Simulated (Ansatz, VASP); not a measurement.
# HfRu3 in VASP and in Ansatz

File run.py:

```python
from ase.calculators.vasp import Vasp
from ase.dft.bandgap import bandgap
from ase.io import read

atoms = read('POSCAR')
calc = Vasp(
    directory='calc',
    xc='pbe',
    pp='PBE',
    setups='recommended',
    prec='Accurate',
    encut=520,
    ediff=1e-06,
    ismear=0,
    sigma=0.02,
    lreal=False,
    lasph=True,
    nelm=60,
    algo='Normal',
    isif=2,
    lwave=False,
    lcharg=False,
    kpts=[7, 7, 7],
    gamma=True,
)
atoms.calc = calc

print('energy (eV):', atoms.get_potential_energy())
print('free energy (eV):', atoms.get_potential_energy(force_consistent=True))
print('forces (eV/A):')
print(atoms.get_forces())
print('stress (eV/A^3, Voigt):', atoms.get_stress())
print('Fermi level (eV):', calc.get_fermi_level())
gap, top, bottom = bandgap(calc)
print('band gap (eV):', gap, 'from (spin, k, band)', top, 'to', bottom)
```

File POSCAR:

```
HfRu3
1.0
    3.9557730000      0.0000000000      0.0000000000
    0.0000000000      3.9557730000      0.0000000000
    0.0000000000      0.0000000000      3.9557730000
Hf Ru
1 3
Direct
    0.0000000000      0.0000000000      0.0000000000
    0.0000000000      0.5000000000      0.5000000000
    0.5000000000      0.0000000000      0.5000000000
    0.5000000000      0.5000000000      0.0000000000
```

File input.yaml:

```yaml
crystal:
  lattice:
    - [3.955773, 0.0, 0.0]
    - [0.0, 3.955773, 0.0]
    - [0.0, 0.0, 3.955773]
  atoms:
    - { symbol: Hf, position: [0.0, 0.0, 0.0] }
    - { symbol: Ru, position: [0.0, 0.5, 0.5] }
    - { symbol: Ru, position: [0.5, 0.0, 0.5] }
    - { symbol: Ru, position: [0.5, 0.5, 0.0] }
hamiltonian:
  xc: pbe
  pseudopotentials: { kind: paw }
kpoints:
  mp_grid: { grid: [7, 7, 7] }
scf:
  occupations: { method: gaussian, width: 0.02 }
output:
  forces: true
  stress: true
  eigenvalues: true
  write_density: true
  write_potential: true
  elf: true
  volumetric_format: npy
```

The cell comes from a database or a generator and needn't be the stable form of this composition.

Alike in both runs: task single point; functional PBE; k mesh 7 × 7 × 7; occupations gaussian, width 0.02 eV; no spin polarisation.

|  | VASP | Ansatz |
| --- | --- | --- |
| version | VASP 6.6.1 | Ansatz 0.2.0 |
| potentials or method | VASP PAW PBE potentials, release 64 (Hf_pv, Ru_pv) | Ansatz PAW |
| plane-wave cutoff (eV) | 520 | 420 |
| valence electrons in the cell | 52 | 74 |

```tsv
	VASP	Ansatz	Ansatz less VASP
gap on the k mesh at the Fermi level (eV)	none	none	-
pressure (GPa)	-1.9	-1.1	+0.83
```

A gap of «none» marks a metal or a gap that the smearing closes. The two sets of potentials don't hold the same shells in valence.

Spin-orbit coupling is left out, which matters for the levels of Hf.
